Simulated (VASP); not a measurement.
A VASP calculation is set up with these files.

POSCAR:
```
IrO2
1.0
  4.4861766342   0.0000000000   0.0000000000
  0.0000000000   4.4861766342   0.0000000000
  0.0000000000   0.0000000000   3.1623835561
Ir O
2 4
Direct
  0.0000000000   0.0000000000   0.0000000000
  0.5000000000   0.5000000000   0.5000000000
  0.3086788686   0.3086788686   0.0000000000
  0.8086788686   0.1913211314   0.5000000000
  0.1913211314   0.8086788686   0.5000000000
  0.6913211314   0.6913211314   0.0000000000
```

**INCAR**
```
ISMEAR=1
EDIFFG=-0.001   # ionic stop
SYSTEM=IrO2
GGA=PS
ENCUT=520   # plane-wave cut-off (eV)
LREAL=.FALSE.   # projection in real space or not
ISIF=2   # forces and stress, cell fixed
NELM=100
SIGMA=0.1   # width (eV)
LMAXMIX=6   # l cut-off of mixed one-centre charges
PREC=Accurate
ALGO=Normal   # blocked Davidson
LWAVE=.FALSE.
LCHARG=.FALSE.
IBRION=1   # quasi-Newton
LASPH=.TRUE.
NSW=30
EDIFF=1E-8   # SCF stop (eV)
```

KPOINTS:
```
Automatic mesh
0
Gamma
6 6 9
0 0 0
```

POTCAR, in this order: Ir O (PBE.64 set). Program: vasp_std.

**Question.** Write an equivalent input for Ansatz.

**Answer.** One equivalent input (not run):
Ansatz 0.2 input:
```yaml
crystal:
  lattice:
    - [4.4861766, 0.0000000, 0.0000000]
    - [0.0000000, 4.4861766, 0.0000000]
    - [0.0000000, 0.0000000, 3.1623836]
  atoms:
    - { symbol: Ir, position: [0.0000000, 0.0000000, 0.0000000] }
    - { symbol: Ir, position: [0.5000000, 0.5000000, 0.5000000] }
    - { symbol: O, position: [0.3086789, 0.3086789, 0.0000000] }
    - { symbol: O, position: [0.8086789, 0.1913211, 0.5000000] }
    - { symbol: O, position: [0.1913211, 0.8086789, 0.5000000] }
    - { symbol: O, position: [0.6913211, 0.6913211, 0.0000000] }
kpoints:
  mp_grid: { grid: [6, 6, 9] }
hamiltonian:
  xc: pbesol
  pseudopotentials: { kind: paw }
scf:
  occupations: { method: methfessel_paxton, width: 0.1 }
  max_iter: 100
relax:
  max_steps: 30
  f_tol: 0.001
output: { forces: true, stress: true, eigenvalues: true }
```
The two are equivalent in intent, not identical: each code has its own PAW files, so the cut-off isn't converted (ENCUT is set for VASP's; basis.ecutwfc is left out, and Ansatz then takes the one that its files recommend); Ansatz stops its SCF on the density residual and VASP on the energy change (EDIFF).

The compound is IrO2 in the rutile structure. This run relaxes the ions in a fixed cell. Symmetry was kept, so distortions that lower it aren't found. The start is the result of an earlier pass.
